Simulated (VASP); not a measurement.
Level of theory: PBE GGA, VASP's PBE PAW potentials (set 64) (plane waves; VASP).

Input for VASP

**INCAR**
```
SYSTEM = InP
PREC = Normal; ENCUT = 400; LREAL = F
LASPH = T
EDIFF = 1E-5; NELM = 100; NELMIN = 4
ALGO = Fast; LMAXMIX = 4
ISMEAR = 0; SIGMA = 0.05
GGA = PE
IBRION = 2; NSW = 20; ISIF = 2
EDIFFG = -0.03
LWAVE = F; LCHARG = F
```

POSCAR:
```
InP
1.0
  0.0000000000   2.9790812292   2.9790812292
  2.9790812292   0.0000000000   2.9790812292
  2.9790812292   2.9790812292   0.0000000000
In P
1 1
Cart
  0.0000000000   0.0000000000   0.0000000000
  4.4686218438   4.4686218438   4.4686218438
```

### KPOINTS
```
Automatic mesh
0
Gamma
9 9 9
0 0 0
```

POTCAR, in this order: In_d P (PBE.64 set). Program: vasp_std.

### Question
What will the output report for the number of irreducible k-points (NKPTS), largest plane-wave count, number of space-group operations, FFT grid (NGX, NGY, NGZ)?

### Answer

The number of irreducible k-points (NKPTS) is 35, the largest plane-wave count comes out as 969 and the number of space-group operations comes out as 24. The FFT grid (NGX, NGY, NGZ) comes out as 24 × 24 × 24.

The compound is InP in the zinc blende structure. It was relaxed first.
